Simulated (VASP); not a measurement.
Consider the following.

```yaml
crystal:
  lattice:
    - [0.00000, 2.72692, 2.72692]
    - [2.72692, 0.00000, 2.72692]
    - [2.72692, 2.72692, 0.00000]
  atoms:
    - { symbol: Ca, position: [0.00000, 0.00000, 0.00000] }
    - { symbol: F, position: [0.25000, 0.25000, 0.25000] }
    - { symbol: F, position: [0.75000, 0.75000, 0.75000] }
```

All values below come from vdW-DF-cx, VASP's PBE PAW potentials (set 64) (plane waves; VASP 6.6.1). Numerical set-up: 520 eV cut-off, 8×8×8 Γ-centred mesh, tetrahedra with Blöchl corrections, potentials Ca_sv F.

Question: Tabulate the total density of states (states/eV per cell) against energy (eV; zero at the valence-band maximum or, without a gap, the Fermi level).

Answer: 
(E (eV), DOS (states/eV)): (-9.97, 0.00); (-9.49, 0.00); (-8.89, 0.00); (-8.41, 0.00); (-7.93, 0.00); (-7.45, 0.00); (-6.85, 0.00); (-6.37, 0.00); (-5.89, 0.00); (-5.41, 0.00); (-4.81, 0.00); (-4.33, 0.00); (-3.85, 0.00); (-3.37, 0.00); (-2.77, 0.00); (-2.29, 2.09); (-1.81, 8.45); (-1.33, 2.84); (-0.73, 5.00); (-0.25, 6.97); (0.23, 0.00); (0.71, 0.00); (1.31, 0.00); (1.79, 0.00); (2.27, 0.00); (2.75, 0.00); (3.35, 0.00); (3.83, 0.00); (4.31, 0.00); (4.79, 0.00); (5.39, 0.00); (5.87, 0.00); (6.35, 0.00); (6.83, 0.00); (7.43, 0.00); (7.91, 0.10); (8.39, 1.52); (8.87, 2.15); (9.47, 4.00); (9.95, 7.11)
Within 2 eV below the valence-band maximum the largest weight inside VASP's projection spheres is F p.

The compound is CaF2 in the fluorite structure. It was relaxed first.
